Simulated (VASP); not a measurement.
Consider the following.

```
Eu
1.0
   -2.33580     2.33580     2.33580
    2.33580    -2.33580     2.33580
    2.33580     2.33580    -2.33580
Eu
1
Direct
  0.00000   0.00000   0.00000
```

Method: PBE GGA, VASP's PBE PAW potentials (set 64) (plane waves; VASP). Numerical set-up: 400 eV cut-off, 10×10×10 Γ-centred mesh, Fermi-Dirac smearing of 0.10 eV, potentials Eu_2.

The 4f electrons are frozen in the core of the lanthanide potential, so 4f levels, which can set the real gap, and their magnetism are missing.

Q: Predict the energy per atom (σ→0), pressure, band gap (on the k-mesh) with the smallest direct gap where there is one.

A: 
| Quantity | Value |
|---|---|
| band gap (on the k-mesh) | none (metal, semimetal or under 0.01 eV) |
| energy per atom (σ→0) | -1.825 eV/atom |
| pressure | -1.48 GPa |

The compound is Eu in the bcc structure. The cell was not relaxed at this level. The run is one of a series of settings (ISMEAR = -1 against the base run), some of them coarse on purpose.
